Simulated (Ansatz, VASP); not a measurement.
**InGa2O: VASP beside Ansatz**

File INCAR:

```
PREC = Accurate
ENCUT = 520
EDIFF = 1E-6
ISMEAR = 0
SIGMA = 0.1
LREAL = False
LASPH = True
NELM = 80
ALGO = Normal
ISIF = 2
LWAVE = False
LCHARG = False
GGA = PE
NBANDS = 30
```

KPOINTS

```
regular mesh
0
Gamma
  6 6 4
```

The input POSCAR:

```
InGa2O
1.0
    3.7174876500      0.0000000000      0.0000000000
   -1.8587438200      3.2194387400      0.0000000000
    0.0000000000      0.0000000000      5.7258324900
In Ga O
1 2 1
Direct
    0.3333333300      0.6666666700      0.5000000000
    0.6666666700      0.3333333300      0.7339000100
    0.6666666700      0.3333333300      0.2660999900
    0.0000000000      0.0000000000      0.0000000000
```

Input for Ansatz:

```yaml
crystal:
  lattice:
    - [3.71748765, 0.0, 0.0]
    - [-1.85874382, 3.21943874, 0.0]
    - [0.0, 0.0, 5.72583249]
  atoms:
    - { symbol: In, position: [0.33333333, 0.66666667, 0.5] }
    - { symbol: Ga, position: [0.66666667, 0.33333333, 0.73390001] }
    - { symbol: Ga, position: [0.66666667, 0.33333333, 0.26609999] }
    - { symbol: O, position: [0.0, 0.0, 0.0] }
basis:
  ecutwfc: 420
kpoints:
  mp_grid: { grid: [6, 6, 4] }
hamiltonian:
  xc: pbe
scf:
  occupations: { method: gaussian, width: 0.1 }
  lower_state_search: "off"
output:
  forces: true
  stress: true
  eigenvalues: true
```

Change from the starting cell: species swapped into the Cr2SbAs type (P-6m2, No. 187).

Alike in both runs: task single point; functional PBE; k mesh 6 × 6 × 4; occupations gaussian, width 0.1 eV; no spin polarisation.

```csv
,VASP,Ansatz
version,VASP 6.6.1,Ansatz 0.2.0
potentials or method,"VASP PAW PBE potentials, release 64 (In_d, Ga_d, O)","scalar-relativistic, plane waves, PAW"
plane-wave cutoff (eV),520,420
valence electrons in the cell,45,45
```

Ansatz gave:

- gap on the k mesh at the Fermi level (eV): none
- pressure (GPa): 13.4
- largest component of the traceless stress (GPa): 0.65
- rms of the force components (eV/Å): 1.603

**Question.** Estimate VASP's values.

**Answer.** gap on the k mesh at the Fermi level (eV): none; pressure (GPa): 13.5; largest component of the traceless stress (GPa): 0.64; rms of the force components (eV/Å): 1.609.

Atom by atom the forces differ by 0.005 eV/Å (rms over components). A gap of «none» marks a metal or a gap that the smearing closes.

Caveats: an odd number of electrons without spin polarisation forces a metal; a magnetic or distorted state may lie lower.
